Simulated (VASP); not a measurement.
ZnO (relaxed from the wurtzite structure, space group P6_3mc) relaxed at rising pressure, in one space group throughout; other phases were not tried. The pressures are those reached. Level of theory: PBEsol GGA, VASP's PBE PAW potentials (set 64) (plane waves; VASP).

```json
[
 {"P (GPa)": "-0.15", "V (Å³/atom)": "11.851", "k-mesh": "8×8×4"},
 {"P (GPa)": "4.87", "V (Å³/atom)": "11.468", "k-mesh": "8×8×5"},
 {"P (GPa)": "9.83", "V (Å³/atom)": "11.153", "k-mesh": "8×8×5"},
 {"P (GPa)": "19.74", "V (Å³/atom)": "10.635", "k-mesh": "8×8×5"},
 {"P (GPa)": "29.74", "V (Å³/atom)": "10.217", "k-mesh": "8×8×5"}
]
```

A change of mesh leaves a small step in the series.

Task: Fit an equation of state and predict the volume at 44.82 GPa.

Result: Least squares on the third-order Birch-Murnaghan form, P = (3B0/2)(y⁷ − y⁵)[1 + (3/4)(B′ − 4)(y² − 1)] with y = (V0/V)^(1/3), gives V0 = 11.837 Å³/atom, B0 = 144 GPa and B′ = 4.6, and so 9.717 Å³/atom. The run gave 9.712 Å³/atom, -0.1 % from the fit.

Pressures at which the relaxation failed are left out.

The structure was generated: ZnO was put into the wurtzite type (P6_3mc), which need not be its known phase.
